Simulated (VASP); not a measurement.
# CdSb2O4 (F-43m) in VASP: further runs

The runs below take CdSb2O4 through relaxation of cell and atoms, with PBE.

Program: VASP 6.6.1. These are calculated values, not measurements. Logs are shortened: lines on timing, memory, paths and dates and some standing lists are left out, and cuts for length are marked.

## Step 1: Starting point

Symmetry: F-43m, No. 216, cubic system. The conventional cell has a = 8.390 Å, b = 8.390 Å, c = 8.390 Å, α = 90.00°, β = 90.00°, γ = 90.00°. Around Cd (site symmetry -43m) lie 4 O at 1.86 Å. Sb (site symmetry -43m) is surrounded by 12 O at 3.47 Å and 4 Sb at 3.63 Å. Around Sb (site symmetry -43m) lie 12 O at 3.49 Å and 4 Cd at 3.63 Å and 4 Sb at 3.63 Å. Around O (site symmetry 3m) lie 1 Cd at 1.86 Å.

The cell was built by a generator and needn't be a form met in nature.

## Step 2: Relaxation of cell and atoms, PBE

Input file INCAR:

```
ALGO     = Fast           # electronic algorithm
EDIFF    = 1E-4           # SCF threshold, eV
EDIFFG   = -0.08          # ionic threshold
ENCUT    = 520            # plane-wave cutoff, eV
GGA      = PE             # functional
IBRION   = 2              # ionic algorithm
ISIF     = 3              # what is computed and relaxed
ISMEAR   = 0              # smearing method
LASPH    = True           # aspherical terms in the spheres
LCHARG   = False          # write CHGCAR
LREAL    = False          # projectors in reciprocal space
LWAVE    = False          # write WAVECAR
NELM     = 60             # most SCF steps
NSW      = 24             # ionic steps
PREC     = Normal         # precision mode
SIGMA    = 0.15           # smearing width, eV
```

Input file KPOINTS:

```
k-points
0
Gamma
  3 3 3
```

Input file POSCAR:

```
CdSb2O4
1.0
    0.0000000000      4.1952130300      4.1952130300
    4.1952130300      0.0000000000      4.1952130300
    4.1952130300      4.1952130300      0.0000000000
Cd Sb O
1 2 4
Direct
    0.0000000000      0.0000000000      0.0000000000
    0.5000000000      0.5000000000      0.5000000000
    0.7500000000      0.7500000000      0.7500000000
    0.1278817500      0.6163547500      0.1278817500
    0.1278817500      0.1278817500      0.1278817500
    0.6163547500      0.1278817500      0.1278817500
    0.1278817500      0.1278817500      0.6163547500
```

Potentials or basis: VASP PAW PBE potentials, release 64 (Cd, Sb, O).

Command:

```console
> cat potpaw_PBE.64/Cd/POTCAR potpaw_PBE.64/Sb/POTCAR potpaw_PBE.64/O/POTCAR > POTCAR
> mpirun -np 1 vasp_std > vasp.out
```

OUTCAR:

```text
EDIFF = 1E-4
   EDIFFG = -0.08
   ENCUT = 520
   GGA = PE
   IBRION = 2
   ISIF = 3
   ISMEAR = 0
   LASPH = True
   LREAL = False
   NELM = 60
   NSW = 24
   PREC = Normal

 ion  position               nearest neighbor table
   1  0.000  0.000  0.000-   4 1.86   5 1.86   6 1.86   7 1.86   3 3.63   3 3.63   3 3.63   3 3.63

   2  0.500  0.500  0.500-   3 3.63   3 3.63   3 3.63   3 3.63
   3  0.750  0.750  0.750-   2 3.63   2 3.63   2 3.63   1 3.63   2 3.63   1 3.63   1 3.63   1 3.63

   4  0.128  0.616  0.128-   1 1.86
   5  0.128  0.128  0.128-   1 1.86
   6  0.616  0.128  0.128-   1 1.86
   7  0.128  0.128  0.616-   1 1.86

  LATTYP: Found a face centered cubic cell.
 ALAT       =     8.3904260600

  Lattice vectors:

 A1 = (   0.0000000000,   4.1952130300,   4.1952130300)
 A2 = (   4.1952130300,   0.0000000000,   4.1952130300)
 A3 = (   4.1952130300,   4.1952130300,   0.0000000000)

Analysis of symmetry for initial positions (statically):
=====================================================================
 Subroutine PRICEL returns:
 Original cell was already a primitive cell.

 Routine SETGRP: Setting up the symmetry group for a
 face centered cubic supercell.

 Subroutine GETGRP returns: Found 24 space group operations
 (whereof 24 operations were pure point group operations)
 out of a pool of 48 trial point group operations.

The static configuration has the point symmetry T_d .

Analysis of symmetry for dynamics (positions and initial velocities):
=====================================================================
 Subroutine PRICEL returns:
 Original cell was already a primitive cell.

 Routine SETGRP: Setting up the symmetry group for a
 face centered cubic supercell.

 Subroutine GETGRP returns: Found 24 space group operations
 (whereof 24 operations were pure point group operations)
 out of a pool of 48 trial point group operations.

The dynamic configuration has the point symmetry T_d .

 Subroutine INISYM returns: Found 24 space group operations
 (whereof 24 operations are pure point group operations),
 and found     1 'primitive' translations

----------------------------------------------------------------------------------------

                                     Primitive cell

  volume of cell :     147.6699

  direct lattice vectors                    reciprocal lattice vectors
     0.000000000  4.195213030  4.195213030    -0.119183459  0.119183459  0.119183459
     4.195213030  0.000000000  4.195213030     0.119183459 -0.119183459  0.119183459
     4.195213030  4.195213030  0.000000000     0.119183459  0.119183459 -0.119183459

  length of vectors
     5.932927164  5.932927164  5.932927164     0.206431806  0.206431806  0.206431806

  position of ions in fractional coordinates (direct lattice)
     0.000000000  0.000000000  0.000000000
     0.500000000  0.500000000  0.500000000
     0.750000000  0.750000000  0.750000000
     0.127881750  0.616354750  0.127881750
     0.127881750  0.127881750  0.127881750
     0.616354750  0.127881750  0.127881750
     0.127881750  0.127881750  0.616354750

  ion indices of the primitive-cell ions
   primitive index   ion index
                 1           1
                 2           2
                 3           3
                 4           4
                 5           5
                 6           6
                 7           7

----------------------------------------------------------------------------------------

 KPOINTS: k-points

Automatic generation of k-mesh.
 Grid dimensions read from file:
 generate k-points for:    3    3    3

 Generating k-lattice:

  Cartesian coordinates                     Fractional coordinates (reciprocal lattice)
    -0.039727820  0.039727820  0.039727820     0.333333333  0.000000000  0.000000000
     0.039727820 -0.039727820  0.039727820     0.000000000  0.333333333  0.000000000
     0.039727820  0.039727820 -0.039727820     0.000000000  0.000000000  0.333333333

  Length of vectors
     0.068810602  0.068810602  0.068810602

  Shift w.r.t. Gamma in fractional coordinates (k-lattice)
     0.000000000  0.000000000  0.000000000

 Subroutine IBZKPT returns following result:
 ===========================================

 Found      4 irreducible k-points:

 Following reciprocal coordinates:
            Coordinates               Weight
  0.000000  0.000000  0.000000      1.000000
  0.333333  0.000000  0.000000      8.000000
  0.333333  0.333333  0.000000      6.000000
 -0.333333  0.333333  0.000000     12.000000
   k-points           NKPTS =      4   k-points in BZ     NKDIM =      4   number of bands    NBANDS=     27
   number of dos      NEDOS =    301   number of ions     NIONS =      7
   total plane-waves  NPLWV =  46656
   dimension x,y,z NGX =    36 NGY =   36 NGZ =   36
   dimension x,y,z NGXF=    72 NGYF=   72 NGZF=   72
   ions per type =               1   2   4
   NGX,Y,Z   is equivalent  to a cutoff of  10.09, 10.09, 10.09 a.u.
   NGXF,Y,Z  is equivalent  to a cutoff of  20.18, 20.18, 20.18 a.u.
 SYSTEM =  unknown system
   PREC   = normal    normal or accurate (medium, high low for compatibility)
   ISTART =      0    job   : 0-new  1-cont  2-samecut
   ICHARG =      2    charge: 1-file 2-atom 10-const
   ISPIN  =      1    spin polarized calculation?
   LNONCOLLINEAR =      F non collinear calculations
   LSORBIT =      F    spin-orbit coupling
   LASPH  =      T    aspherical Exc in radial PAW
   ENCUT  =  520.0 eV  38.22 Ry    6.18 a.u.  11.03 11.03 11.03*2*pi/ulx,y,z
   NELM   =     60;   NELMIN=  2; NELMDL= -5     # of ELM steps
   EDIFF  = 0.1E-03   stopping-criterion for ELM
   LREAL  =      F    real-space projection
   EDIFFG = -.8E-01   stopping-criterion for IOM
   NSW    =     24    number of steps for IOM
   IBRION =      2    ionic relax: 0-MD 1-quasi-New 2-CG
   NFREE  =      1    steps in history (QN), initial steepest desc. (CG)
   ISIF   =      3    stress and relaxation
   ISYM   =      2    0-nonsym 1-usesym 2-fastsym
   POTIM  = 0.5000    time-step for ionic-motion
   TEBEG  =    0.0;   TEEND  =   0.0 temperature during run
   PSTRESS=    0.0 pullay stress
   NELECT =      46.0000    total number of electrons
   NUPDOWN=      -1.0000    fix difference up-down
   EMIN   =  10.00;   EMAX   =-10.00  energy-range for DOS
   EFERMI =   0.00;   METHOD = LEGACY
   ISMEAR =     0;   SIGMA  =   0.15  broadening in eV -4-tet -1-fermi 0-gaus
   EFERMI_NEDOS =   21; number of points for ismear=-14 and -15
   IALGO  =     68    algorithm
   IMIX   =      4    mixing-type and parameters
     AMIX     =   0.40;   BMIX     =  1.00
     AMIX_MAG =   1.60;   BMIX_MAG =  1.00
  volume/ion in A,a.u.               =      21.10       142.36
  Fermi-wavevector in a.u.,A,eV,Ry     =   1.109763  2.097147 16.756569  1.231573
  Thomas-Fermi vector in A             =   2.246306
   LORBIT       =      0    0 simple, 1 ext, 2 COOP (PROOUT), +10 PAW based schemes
   GGA     = PE    functional components
   LHFCALC =     F    Hartree Fock is set to
   AEXX    =    0.0000 exact exchange contribution
   IVDW    =     0    specifies the selected vdW correction
   LEPSILON=     F    determine dielectric tensor
   LRPA    =     F    only Hartree local field effects (RPA)
 conjugate gradient relaxation of ions
 non-spin polarized calculation
 RMM-DIIS sequential band-by-band and
 Gauss-broadening in eV      SIGMA  =   0.15
  energy-cutoff  :      520.00
  volume of cell :      147.67
 maximum number of plane-waves:      3992
   NGX = 23   NGY = 23   NGZ = 23

--------------------------------------- Ionic step        1  -------------------------------------------

 number of electron      45.9999978 magnetization

 Free energy of the ion-electron system (eV)
  ---------------------------------------------------
  ext. energy  EPLUGINS =         0.00000000
  ---------------------------------------------------
  free energy    TOTEN  =       -20.21213278 eV

  energy without entropy =      -20.09738119  energy(sigma->0) =      -20.15475698

------------------------ aborting loop because EDIFF is reached ----------------------------------------

  FORCE on cell =-STRESS in cart. coord.  units (eV):
  Direction    XX          YY          ZZ          XY          YZ          ZX
  --------------------------------------------------------------------------------------
  -------------------------------------------------------------------------------------
  Total        1.7219054      1.7219054      1.7219054     -0.0000000      0.0000000     -0.0000000
  in kB       18.6821919     18.6821919     18.6821919     -0.0000000      0.0000000     -0.0000000
  external PRESSURE =      18.6821919 kB  Pullay stress =       0.0000000 kB
[... 108 lines left out ...]
  energy  without entropy=      -21.2571309685  energy(sigma->0) =      -21.33287579

--------------------------------------- Ionic step        4  -------------------------------------------

 number of electron      45.9999969 magnetization

 E-fermi :   2.7411     XC(G=0):  -9.7512

 val. band max:        2.7107392975   @ k =  -0.3333   0.3333   0.0000
 cond. band min:       2.8370366880   @ k =  -0.3333   0.3333   0.0000
 fundamental gap:      0.1262973905
 Fermi energy:         2.7411362924

 k-point     1 :       0.0000    0.0000    0.0000
  band No.  band energies     occupation
      1     -14.6985      2.00000
      2     -13.5110      2.00000
      3     -13.5110      2.00000
      4     -13.5110      2.00000
      5      -6.6741      2.00000
      6      -4.6823      2.00000
[... 147 lines left out ...]
  energy  without entropy=      -22.3934931722  energy(sigma->0) =      -22.46627686

--------------------------------------- Ionic step        5  -------------------------------------------

 number of electron      46.0000001 magnetization

 Free energy of the ion-electron system (eV)
  ---------------------------------------------------
  ext. energy  EPLUGINS =         0.00000000
  ---------------------------------------------------
  free energy    TOTEN  =       -22.91652046 eV

  energy without entropy =      -22.79103889  energy(sigma->0) =      -22.85377967

 E-fermi :   4.0566     XC(G=0): -10.3420

 val. band max:        3.9929785295   @ k =   0.3333   0.3333   0.0000
 cond. band min:       4.0797153700   @ k =  -0.3333   0.3333   0.0000
 fundamental gap:      0.0867368405
 Fermi energy:         4.0566225011

 k-point     1 :       0.0000    0.0000    0.0000
  band No.  band energies     occupation
      1     -14.5104      2.00000
      2     -12.5318      2.00000
      3     -12.5318      2.00000
      4     -12.5318      2.00000
      5      -5.7467      2.00000
      6      -3.7248      2.00000
[... 143 lines left out ...]
  FREE ENERGIE OF THE ION-ELECTRON SYSTEM (eV)
  ---------------------------------------------------
  free  energy   TOTEN  =       -22.9165204583 eV

  energy  without entropy=      -22.7910388879  energy(sigma->0) =      -22.85377967

 reached required accuracy - stopping structural energy minimisation
```

It took 48 s on 1 thread of Intel Xeon 6975P-C (Granite Rapids), shared host; peak memory 0.21 GiB.

Results:

```yaml
Free_energy: -22.9165 eV
Relaxed_volume: 16.64 Å³/atom
Relaxed_cell: a = 5.481 Å, b = 5.481 Å, c = 5.481 Å, α = 60.00°, β = 60.00°, γ = 60.00°
Space_group_after_relaxing_to_0.05_Å: F-43m (No. 216)
Energy_gained_by_relaxing: 386.3 meV/atom
Ionic_steps: 5
Pressure_after_relaxing: 0.5 GPa
Largest_force_after_relaxing: 0.042 eV/Å
Band_gap_on_the_k_mesh: none (metal or under the smearing width)
```

Forces on the atoms (eV/Å):
```
Cd   0.000  0.000  0.000
Sb   0.000  0.000  0.000
Sb   0.000  0.000  0.000
O    0.024 -0.024  0.024
O   -0.024 -0.024 -0.024
O   -0.024  0.024  0.024
O    0.024  0.024 -0.024
```

The path:
```csv
step,energy change (eV),largest force (eV/Å),pressure (GPa),volume (Å³)
1,0.0000,3.9400,1.87,147.67
2,-1.1945,0.2785,-8.91,152.99
3,-1.1965,0.3824,-8.27,152.67
4,-2.3269,0.4281,-5.63,131.45
5,-2.7044,0.0418,0.50,116.46
```

Final structure:
```
CELL_PARAMETERS angstrom
0.00000 3.87600 3.87600
3.87600 0.00000 3.87600
3.87600 3.87600 0.00000
ATOMIC_POSITIONS crystal
Cd 0.00000 0.00000 0.00000
Sb 0.50000 0.50000 0.50000
Sb 0.75000 0.75000 0.75000
O 0.15230 0.54310 0.15230
O 0.15230 0.15230 0.15230
O 0.54310 0.15230 0.15230
O 0.15230 0.15230 0.54310
```

Levels at points of the mesh, in eV from the Fermi level:
| k point | band 20 | band 21 | band 22 | band 23 | band 24 | band 25 | band 26 | band 27 |
| --- | --- | --- | --- | --- | --- | --- | --- | --- |
| (0.00, 0.00, 0.00) | -1.29 | -0.29 | -0.29 | -0.29 | 0.32 | 0.32 | 0.32 | 2.40 |

Caveat: the k mesh is coarse (spacing up to 0.43 Å⁻¹), so the values aren't converged; the volume moved by over 15 % at a fixed basis, so the end points are rough; the relaxation stopped at a loose force limit of 0.08 eV/Å, so its end isn't a converged minimum.

(Continued in part 2 of 2.)
